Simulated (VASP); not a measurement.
Computed with SCAN meta-GGA, VASP's PBE PAW potentials (set 64) (plane waves; VASP).

VASP ran on this input.

File POSCAR:
```
MgH2
1.0
  4.4851654907   0.0000000000   0.0000000000
  0.0000000000   4.4851654907   0.0000000000
  0.0000000000   0.0000000000   2.9959975163
Mg H
2 4
Cart
  0.0000000000   0.0000000000   0.0000000000
  2.2425827454   2.2425827454   1.4979987582
  1.3648555303   1.3648555303   0.0000000000
  3.6074382757   0.8777272150   1.4979987582
  0.8777272150   3.6074382757   1.4979987582
  3.1203099604   3.1203099604   0.0000000000
```

### INCAR
```
! general
SYSTEM   =  MgH2
PREC     =  Accurate
ENCUT    =  520
LREAL    =  .FALSE.
LASPH    =  .TRUE.

! electronic loop
EDIFF    =  1E-6
NELM     =  100
ALGO     =  Normal
LMIXTAU  =  .TRUE.

! smearing
ISMEAR   =  0
SIGMA    =  0.05

! functional
METAGGA  =  SCAN

! ions
IBRION   =  2
NSW      =  60
ISIF     =  3
EDIFFG   =  -0.02

! output
LWAVE    =  .FALSE.
LCHARG   =  .FALSE.
```

KPOINTS:
```
Regular mesh
0
Gamma
  5 5 7
```

POTCAR, in this order: Mg H (PBE.64 set). Program: vasp_std.

**Question.** Predict the energy per atom (σ→0), volume per atom.

**Answer.** 
```json
{
  "energy per atom (σ→0)": "-4.239 eV/atom",
  "volume_per_atom": "9.90 Å³/atom"
}
```

OSZICAR:
```
...
DAV:   1    -0.254340318364E+02   -0.59978E-03   -0.52950E-03   432   0.730E-01    0.431E-02
DAV:   2    -0.254339582931E+02    0.73543E-04   -0.17221E-04   384   0.138E-01    0.226E-02
DAV:   3    -0.254339424640E+02    0.15829E-04   -0.24888E-05   464   0.546E-02    0.346E-03
DAV:   4    -0.254339399021E+02    0.25618E-05   -0.17432E-05   384   0.708E-02    0.113E-03
DAV:   5    -0.254339419995E+02   -0.20973E-05   -0.23884E-05   384   0.800E-02    0.170E-03
DAV:   6    -0.254339321241E+02    0.98754E-05   -0.69327E-06   384   0.409E-02    0.153E-04
DAV:   7    -0.254339322467E+02   -0.12260E-06   -0.12080E-07   216   0.562E-03
   3 F= -.25433932E+02 E0= -.25433932E+02  d E =-.228418E-02
```

The compound is MgH2 in the rutile structure. This run relaxes it. Symmetry was kept, so distortions that lower it aren't found.
